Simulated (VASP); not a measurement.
# RPA total energies of GaP

Wanted: where the RPA puts the energy minimum of GaP. The scan starts from a database cell, scaled to the smallest volume of the series. The cell is of the zinc-blende type, one of the forms listed for this formula. The start is a cell from a database of measured crystal structures.

Program: VASP 6.6.1. Level of theory: PBE; plane waves and PAW (Ga_d_GW, P_GW), in the first sound run; inputs show where later runs differ. Results are calculated unless marked as measured.

## Step 1: The structure

Symmetry: F-43m, No. 216, cubic system. The conventional cell has a = 5.339 Å, b = 5.339 Å, c = 5.339 Å, α = 90.00°, β = 90.00°, γ = 90.00°. Nearest to Ga lie 4 P at 2.31 Å. P has 4 Ga at 2.31 Å nearest. Farther neighbours are not listed.

As a file:

```
Ga P
1.0
     0.00000    2.66962    2.66962
     2.66962    0.00000    2.66962
     2.66962    2.66962    0.00000
Ga P
1 1
Cartesian
  0.0000 0.0000 0.0000
  4.0044 4.0044 4.0044
```

## Step 2: Orbitals, volume ratio 0.94

RPA gives no stress here, so the energy is scanned over volumes, at one cutoff and mesh. Volumes are given as ratios to a reference cell, and this first cell is that cell scaled to 0.94. Each point starts from PBE orbitals, tightly converged.

Input file INCAR:

```
SYSTEM = GaP
PREC = Accurate
ENCUT = 550
EDIFF = 1E-08
NELM = 100
ISMEAR = 0
SIGMA = 0.05
LREAL = .FALSE.
ALGO = Normal
GGA = PE
NBANDS = 15
LORBIT = 11
LWAVE = .TRUE.
LCHARG = .FALSE.
KPAR = 8
```

Input file POSCAR:

```
GaP
1.0
    0.0000000000      2.6696170428      2.6696170428
    2.6696170428      0.0000000000      2.6696170428
    2.6696170428      2.6696170428      0.0000000000
Ga P
1 1
Direct
    0.0000000000      0.0000000000      0.0000000000
    0.7500000000      0.7500000000      0.7500000000
```

Input file KPOINTS:

```
Automatic mesh
0
Gamma
6 6 6
0 0 0
```

The projector-augmented-wave data sets are Ga_d_GW and P_GW (PBE family, release 64).

Started as:

```bash
> mpirun -np 8 vasp_std
```

Log:

```text
[banner, memory and clock lines left out]
running    8 mpi-ranks, on    1 nodes
 distrk:  each k-point on    1 cores,    8 groups
 distr:  one band on    1 cores,    1 groups

 POSCAR found type information on POSCAR GaP
 POSCAR found :  2 types and       2 ions
|                                                                             |
|           W    W    AA    RRRRR   N    N  II  N    N   GGGG   !!!           |
|           W    W   A  A   R    R  NN   N  II  NN   N  G    G  !!!           |
|           W    W  A    A  R    R  N N  N  II  N N  N  G       !!!           |
|           W WW W  AAAAAA  RRRRR   N  N N  II  N  N N  G  GGG   !            |
|           WW  WW  A    A  R   R   N   NN  II  N   NN  G    G                |
|           W    W  A    A  R    R  N    N  II  N    N   GGGG   !!!           |
|                                                                             |
|     For optimal performance we recommend to set                             |
|       NCORE = 2 up to number-of-cores-per-socket                            |
|     NCORE specifies how many cores store one orbital (NPAR=cpu/NCORE).      |
|     This setting can greatly improve the performance of VASP for DFT.       |
|     The default, NCORE=1 might be grossly inefficient on modern             |
|     multi-core architectures or massively parallel machines. Do your        |
|     Unfortunately you need to use the default for GW and RPA                |
|     calculations (for HF NCORE is supported but not extensively tested      |
|     yet).                                                                   |
|                                                                             |

 LDA part: xc-table for (Slater+PW92), standard interpolation
 POSCAR, INCAR and KPOINTS ok, starting setup
 FFT: planning ... GRIDC
 FFT: planning ... GRID_SOFT
 FFT: planning ... GRID
 WAVECAR not read
 entering main loop
       N       E                     dE             d eps       ncg     rms          rms(c)
DAV:   1     0.136308755497E+03    0.13631E+03   -0.10276E+04   488   0.160E+03
DAV:   2     0.350114202377E+01   -0.13281E+03   -0.12888E+03   529   0.381E+02
DAV:   3    -0.880509016697E+01   -0.12306E+02   -0.12201E+02   655   0.142E+02
DAV:   4    -0.928083905385E+01   -0.47575E+00   -0.47559E+00   663   0.309E+01
DAV:   5    -0.930332424848E+01   -0.22485E-01   -0.22485E-01   753   0.492E+00    0.483E+00
DAV:   6    -0.903304181394E+01    0.27028E+00   -0.46344E-01   769   0.164E+01    0.263E+00
DAV:   7    -0.899704793609E+01    0.35994E-01   -0.11806E-01   687   0.314E+00    0.100E+00
DAV:   8    -0.899711383112E+01   -0.65895E-04   -0.85811E-03   617   0.730E-01    0.162E-01
DAV:   9    -0.899741229080E+01   -0.29846E-03   -0.11914E-03   709   0.347E-01    0.446E-02
DAV:  10    -0.899754834863E+01   -0.13606E-03   -0.16525E-04   634   0.122E-01    0.109E-02
DAV:  11    -0.899756132288E+01   -0.12974E-04   -0.21110E-05   719   0.510E-02    0.292E-03
DAV:  12    -0.899756193722E+01   -0.61434E-06   -0.10673E-06   632   0.954E-03    0.546E-04
DAV:  13    -0.899756197458E+01   -0.37355E-07   -0.59338E-08   718   0.200E-03    0.138E-04
DAV:  14    -0.899756198227E+01   -0.76993E-08   -0.33793E-09   499   0.632E-04
   1 F= -.89975620E+01 E0= -.89975620E+01  d E =-.858470E-11
 writing wavefunctions
```

Wall time 4 s (8 MPI ranks of Intel Xeon 6975P-C (Granite Rapids), shared host); peak memory 1.4 GiB; 25 s of CPU time.

Lines that name or quote the potential files are left out of all logs, and their timing lines are given in words.

From OUTCAR (step 2):

```text
ion  position               nearest neighbor table
   1  0.000  0.000  0.000-   2 2.31   2 2.31   2 2.31   2 2.31
   2  0.750  0.750  0.750-   1 2.31   1 2.31   1 2.31   1 2.31

  LATTYP: Found a face centered cubic cell.
 ALAT       =     5.3392340856

 Subroutine GETGRP returns: Found 24 space group operations
 (whereof 24 operations were pure point group operations)

The static configuration has the point symmetry T_d .

 Found     16 irreducible k-points:

   k-points           NKPTS =     16   k-points in BZ     NKDIM =     16   number of bands    NBANDS=     15

   dimension x,y,z NGX =    30 NGY =   30 NGZ =   30
   dimension x,y,z NGXF=    60 NGYF=   60 NGZF=   60

   ENCUT  =  550.0 eV  40.42 Ry    6.36 a.u.   7.22  7.22  7.22*2*pi/ulx,y,z

   NELECT =      18.0000    total number of electrons

 k-points in reciprocal lattice and weights: Automatic mesh
   0.00000000  0.00000000  0.00000000       0.005
   0.16666667  0.00000000  0.00000000       0.037
   0.33333333  0.00000000  0.00000000       0.037
   0.50000000  0.00000000  0.00000000       0.019
   0.16666667  0.16666667  0.00000000       0.028
   0.33333333  0.16666667  0.00000000       0.111
   0.50000000  0.16666667  0.00000000       0.111
  -0.33333333  0.16666667  0.00000000       0.111
  -0.16666667  0.16666667  0.00000000       0.056
[...]
-0.33333333  0.33333333  0.16666667       0.111
  -0.33333333  0.50000000  0.16666667       0.056

 average (electrostatic) potential at core
       1 -65.1166       2 -74.2514

 E-fermi :   5.2100

 k-point     1 :       0.0000    0.0000    0.0000
  band No.  band energies     occupation
    ...
      5      -9.5495      2.00000
      6      -7.9784      2.00000
      7       5.0000      2.00000
      8       5.0000      2.00000
      9       5.0000      2.00000
     10       7.3401      0.00000
     11       8.8553      0.00000
     12       8.8554      0.00000
     13       8.8554      0.00000
     14      14.0909      0.00000
    ...

 k-point     2 :       0.1667    0.0000    0.0000
  band No.  band energies     occupation
    ...
      5      -9.5491      2.00000
      6      -7.5910      2.00000
      7       2.5519      2.00000
      8       4.5915      2.00000
      9       4.5915      2.00000
     10       7.6733      0.00000
     11       9.4459      0.00000
     12       9.4459      0.00000
     13      10.2692      0.00000
     14      13.9585      0.00000
    ...

 k-point     3 :       0.3333    0.0000    0.0000
  band No.  band energies     occupation
    ...
      5      -9.5446      2.00000
      6      -6.5583      2.00000
      7      -0.4504      2.00000
      8       4.0130      2.00000
      9       4.0130      2.00000
     10       7.0893      0.00000
     11       9.8080      0.00000
     12       9.8080      0.00000
     13      12.8992      0.00000
     14      14.7020      0.00000
    ...

  Total        1.9650092      1.9650092      1.9650092      0.0000000      0.0000000      0.0000000
  in kB       82.7367166     82.7367166     82.7367166      0.0000000      0.0000000      0.0000000
  external PRESSURE =      82.7367166 kB  Pullay stress =       0.0000000 kB

  energy-cutoff  :      550.00
  volume of cell :       38.05
      direct lattice vectors                 reciprocal lattice vectors
     0.000000000  2.669617043  2.669617043    -0.187292781  0.187292781  0.187292781
     2.669617043  0.000000000  2.669617043     0.187292781 -0.187292781  0.187292781
     2.669617043  2.669617043  0.000000000     0.187292781  0.187292781 -0.187292781

 POSITION                                       TOTAL-FORCE (eV/Angst)
 -----------------------------------------------------------------------------------
      0.00000      0.00000      0.00000        -0.000000     -0.000000     -0.000000
      4.00443      4.00443      4.00443         0.000000      0.000000      0.000000
 -----------------------------------------------------------------------------------
    total drift:                                0.000002      0.000002      0.000002

  FREE ENERGIE OF THE ION-ELECTRON SYSTEM (eV)
  ---------------------------------------------------
  free  energy   TOTEN  =        -8.9975619823 eV

  energy  without entropy=       -8.9975619823  energy(sigma->0) =       -8.99756198

 total charge
# of ion       s       p       d       tot
------------------------------------------
    1        0.859   0.921  10.002  11.782
    2        1.116   1.773   0.054   2.944
--------------------------------------------------
tot          1.976   2.694  10.056  14.726

[... 3 further parts left out ...]
```

The gap is read on the k-mesh alone, so it is an upper bound where the band edges lie off the mesh.

This step gave:

| Property | Result |
| --- | --- |
| free energy (TOTEN) | -8.998 eV |
| Fermi energy | 5.21 eV |
| pressure | 8.274 GPa |
| gap on the k-mesh | 1.510 eV |
| least direct gap on the k-mesh | 2.340 eV |

## Step 3: Exact exchange, volume ratio 0.94

This step: Hartree-Fock energy on PBE orbitals; plane waves and PAW (Ga_d_GW, P_GW) (VASP 6.6.1).

The Hartree-Fock energy is evaluated once on these orbitals (ALGO = Eigenval, NELM = 1), without letting them relax. It uses the mesh of the correlation step, and the total energy is their sum.

Input file INCAR:

```
SYSTEM = GaP
PREC = Accurate
ENCUT = 550
ISMEAR = 0
SIGMA = 0.05
LREAL = .FALSE.
GGA = PE
NBANDS = 15
ALGO = Eigenval
NELM = 1
LHFCALC = .TRUE.
AEXX = 1
ALDAC = 0
AGGAC = 0
PRECFOCK = Normal
LWAVE = .FALSE.
LCHARG = .FALSE.
```

POSCAR is that of step 2.

KPOINTS is that of step 2.

The run starts from files that an earlier step left in the folder.

Started as:

```bash
> mpirun -np 8 vasp_std
```

Log:

```text
[banner, memory and clock lines left out]
running    8 mpi-ranks, on    1 nodes
 distrk:  each k-point on    8 cores,    1 groups
 distr:  one band on    1 cores,    8 groups

 POSCAR found type information on POSCAR GaP
 POSCAR found :  2 types and       2 ions
 [... a notice as in an earlier step ...]

 LDA part: xc-table for (Slater+PW92), standard interpolation
|                                                                             |
|           W    W    AA    RRRRR   N    N  II  N    N   GGGG   !!!           |
|           W    W   A  A   R    R  NN   N  II  NN   N  G    G  !!!           |
|           W    W  A    A  R    R  N N  N  II  N N  N  G       !!!           |
|           W WW W  AAAAAA  RRRRR   N  N N  II  N  N N  G  GGG   !            |
|           WW  WW  A    A  R   R   N   NN  II  N   NN  G    G                |
|           W    W  A    A  R    R  N    N  II  N    N   GGGG   !!!           |
|                                                                             |
|     The number of bands has been changed from the values supplied in        |
|     The orbitals not found in the WAVECAR file will be initialized with     |
|     random numbers, which is usually adequate. For correlated               |
|     calculations, however, you should redo the groundstate calculation.     |
|     I found NBANDS = 15. Now, NBANDS = 16.                                  |
|                                                                             |

 found WAVECAR, reading the header
  number of bands has changed, file:    15 present:    16
  trying to continue reading WAVECAR, but it might fail
 POSCAR, INCAR and KPOINTS ok, starting setup
 FFT: planning ... GRIDC
 FFT: planning ... GRID_SOFT
 FFT: planning ... GRID
 reading WAVECAR
 random initialization beyond band           15
 the WAVECAR file was read successfully
 initial charge from wavefunction
 entering main loop
       N       E                     dE             d eps       ncg     rms          rms(c)
EIG:   1    -0.160293786571E+02   -0.16029E+02    0.00000E+00     0   0.000E+00
   1 F= -.16029379E+02 E0= -.16029379E+02  d E =-.128344E-18
```

Run time: 59 s. Hardware: 8 MPI ranks; peak memory 1.1 GiB; 7.7 min of CPU time.

From OUTCAR (step 3):

```text
The static configuration has the point symmetry T_d .

 Found     16 irreducible k-points:

   k-points           NKPTS =     16   k-points in BZ     NKDIM =    216   number of bands    NBANDS=     16

   NELECT =      18.0000    total number of electrons

  exchange ACFDT corr.  =         0.00000000  see jH, gK, PRB 81, 115126

 E-fermi :   5.2986

 k-point     1 :       0.0000    0.0000    0.0000
  band No.  band energies     occupation
    ...
      5     -22.8809      2.00000
      6     -15.4247      2.00000
      7       3.2165      2.00000
      8       3.2165      2.00000
      9       3.2165      2.00000
     10      12.0553      0.00000
     11      13.4468      0.00000
     12      13.4468      0.00000
     13      13.4468      0.00000
     14      19.7285      0.00000
    ...

 k-point     2 :       0.1667    0.0000    0.0000
  band No.  band energies     occupation
    ...
      5     -22.8813      2.00000
      6     -14.9928      2.00000
      7       0.0297      2.00000
      8       2.7022      2.00000
      9       2.7022      2.00000
     10      12.2406      0.00000
     11      14.2317      0.00000
     12      14.2317      0.00000
     13      15.2876      0.00000
     14      19.5440      0.00000
    ...

 POSITION                                       TOTAL-FORCE (eV/Angst)
 -----------------------------------------------------------------------------------
      0.00000      0.00000      0.00000         0.000000      0.000000      0.000000
      4.00443      4.00443      4.00443        -0.000000     -0.000000     -0.000000
 -----------------------------------------------------------------------------------
    total drift:                               -0.000006     -0.000000     -0.000002

  FREE ENERGIE OF THE ION-ELECTRON SYSTEM (eV)
  ---------------------------------------------------
  free  energy   TOTEN  =       -16.0293786571 eV

  energy  without entropy=      -16.0293786571  energy(sigma->0) =      -16.02937866

[... 7 parts as in an earlier step ...]

[... 5 further parts left out ...]
```

This step gave:

```
free energy (TOTEN) : -16.03 eV
```

The Hartree-Fock energy on these orbitals is -8.0147 eV an atom.

## Step 4: Empty bands, volume ratio 0.94

This step: PBE; plane waves and PAW (Ga_d_GW, P_GW) (VASP 6.6.1).

ALGO = Exact makes the empty bands from the converged ground state in one step. LOPTICS writes the k-derivatives of the orbitals (WAVEDER), which give the long-wavelength limit of the screening.

Input file INCAR:

```
SYSTEM = GaP
PREC = Accurate
ENCUT = 550
ISMEAR = 0
SIGMA = 0.05
LREAL = .FALSE.
GGA = PE
NBANDS = 1136
ALGO = Exact
NELM = 1
LWAVE = .TRUE.
LCHARG = .FALSE.
LOPTICS = .TRUE.
NEDOS = 1000
CSHIFT = 0.1
```

POSCAR is that of step 3.

KPOINTS is that of step 3.

Started as:

```bash
> mpirun -np 8 vasp_std
```

Log:

```text
[banner, memory and clock lines left out]
running    8 mpi-ranks, on    1 nodes
 distrk:  each k-point on    8 cores,    1 groups
 distr:  one band on    1 cores,    8 groups

 POSCAR found type information on POSCAR GaP
 POSCAR found :  2 types and       2 ions
 [... a notice as in an earlier step ...]

 LDA part: xc-table for (Slater+PW92), standard interpolation
 found WAVECAR, reading the header
  number of bands has changed, file:    15 present:  1136
  trying to continue reading WAVECAR, but it might fail
 POSCAR, INCAR and KPOINTS ok, starting setup
 FFT: planning ... GRIDC
 FFT: planning ... GRID_SOFT
 FFT: planning ... GRID
 reading WAVECAR
 random initialization beyond band           15
 the WAVECAR file was read successfully
 initial charge from wavefunction
 entering main loop
       N       E                     dE             d eps       ncg     rms          rms(c)
DIA:   1    -0.899756198191E+01   -0.89976E+01    0.00000E+00     0   0.000E+00
   1 F= -.89975620E+01 E0= -.89975620E+01  d E =-.239638E-28
 writing wavefunctions
 optical routines
 imaginary and real dielectric function
 recalculating local potential from charge density
 direction            1
 direction            2
 direction            3
```

Wall time 16 s (8 MPI ranks); peak memory 1.9 GiB; 2 min of CPU time.

OUTCAR, selected parts (step 4):

```text
The static configuration has the point symmetry T_d .

 Found     16 irreducible k-points:

   k-points           NKPTS =     16   k-points in BZ     NKDIM =     16   number of bands    NBANDS=   1136

   NELECT =      18.0000    total number of electrons

 E-fermi :   5.3810

 k-point     3 :       0.3333    0.0000    0.0000
  band No.  band energies     occupation
    ...
      5      -9.5447      2.00000
      6      -6.5583      2.00000
      7      -0.4504      2.00000
      8       4.0130      2.00000
      9       4.0130      2.00000
     10       7.0893      0.00000
     11       9.8080      0.00000
     12       9.8080      0.00000
     13      12.8992      0.00000
     14      14.7020      0.00000
    ...

 k-point     5 :       0.1667    0.1667    0.0000
  band No.  band energies     occupation
    ...
      5      -9.5427      2.00000
      6      -7.4640      2.00000
      7       2.7683      2.00000
      8       3.8978      2.00000
      9       3.8978      2.00000
     10       7.7531      0.00000
     11       9.1424      0.00000
     12      10.5042      0.00000
     13      10.5042      0.00000
     14      12.6370      0.00000
    ...

  Total        1.9660180      1.9660180      1.9660180     -0.0000000      0.0000000     -0.0000000
  in kB       82.7791924     82.7791924     82.7791924     -0.0000000      0.0000000     -0.0000000
  external PRESSURE =      82.7791924 kB  Pullay stress =       0.0000000 kB

 POSITION                                       TOTAL-FORCE (eV/Angst)
 -----------------------------------------------------------------------------------
      0.00000      0.00000      0.00000         0.000000      0.000000      0.000000
      4.00443      4.00443      4.00443        -0.000000     -0.000000     -0.000000
 -----------------------------------------------------------------------------------
    total drift:                                0.000002      0.000002      0.000002

  FREE ENERGIE OF THE ION-ELECTRON SYSTEM (eV)
  ---------------------------------------------------
  free  energy   TOTEN  =        -8.9975619819 eV

  energy  without entropy=       -8.9975619819  energy(sigma->0) =       -8.99756198

 plasma frequency squared (from intraband transitions) (eV^2)
  --------------------------------------------------------------------------------------
       0.000       0.000       0.000
       0.000       0.000      -0.000
       0.000      -0.000       0.000

[... 12 parts as in an earlier step ...]
```

WAVECAR now holds 1136 bands for 18 electrons. Its independent-particle dielectric tensor has xx, yy, zz = 12.2, 12.2, 12.2 on this mesh, which isn't tested for convergence in mesh or bands and lacks local fields.

[end of part 1 of 6]

[Lines on the potential files, build, host, timing and source positions are cut from VASP's logs without a mark.]

[Logs are printed without paths, hosts, clocks, repeated set-up lines and the standing remarks that a program may print on its own settings, such as how far it seeks lower states.]

[Hosts, paths, dates, database ids (printed as entryN), source tags and the programs' standing remarks are cut or masked in the printed files.]

[Pressures printed for these runs are not shown converged in the cutoff: they can be off by several GPa and have the wrong sign.]
